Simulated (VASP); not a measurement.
All values below come from revPBE GGA, VASP's PBE PAW potentials (set 64) (plane waves; VASP).

Input for VASP

### KPOINTS
```
Automatic mesh
0
Gamma
9 9 9
0 0 0
```

### POSCAR
```
TiO2
1
   -1.9098635525     1.9098635525     4.8970467648
    1.9098635525    -1.9098635525     4.8970467648
    1.9098635525     1.9098635525    -4.8970467648
Ti O
2 4
Direct
  0.7500000000   0.2500000000   0.5000000000
  0.0000000000   0.0000000000   0.0000000000
  0.5441932601   0.0441932601   0.5000000000
  0.7941932601   0.7941932601   0.0000000000
  0.2058067399   0.2058067399   0.0000000000
  0.9558067399   0.4558067399   0.5000000000
```

INCAR:
```
ALGO = Normal
EDIFF = 1E-7
ENCUT = 520
GGA = RE
ISIF = 2
ISMEAR = -5
LASPH = T
LCHARG = T
LEFG = T
LMAXMIX = 4
LORBIT = 11
LREAL = F
LWAVE = F
NEDOS = 601
NELM = 100
PREC = Accurate
SYSTEM = TiO2
```

POTCAR, in this order: Ti_sv O (PBE.64 set). Program: vasp_std.

What does the run give for the energy per atom (σ→0)?

The energy per atom (σ→0) is -8.632 eV/atom.

### OSZICAR
```
...
DAV:  11    -0.517936569135E+02    0.15202E-02   -0.11251E-02  5396   0.685E-01    0.797E-02
DAV:  12    -0.517940104660E+02   -0.35355E-03   -0.11907E-03  5124   0.280E-01    0.836E-02
DAV:  13    -0.517939627695E+02    0.47696E-04   -0.38326E-04  5932   0.159E-01    0.128E-02
DAV:  14    -0.517939752391E+02   -0.12470E-04   -0.49217E-05  5324   0.589E-02    0.169E-02
DAV:  15    -0.517939736353E+02    0.16038E-05   -0.15113E-05  5644   0.411E-02    0.262E-03
DAV:  16    -0.517939736729E+02   -0.37537E-07   -0.11691E-06  5820   0.713E-03    0.206E-03
DAV:  17    -0.517939736510E+02    0.21878E-07   -0.87703E-07  5328   0.715E-03
   1 F= -.51793974E+02 E0= -.51793974E+02  d E =0.000000E+00
```

The compound is TiO2 in the anatase structure, one of several forms; rutile is the usual stable one. It was relaxed first.
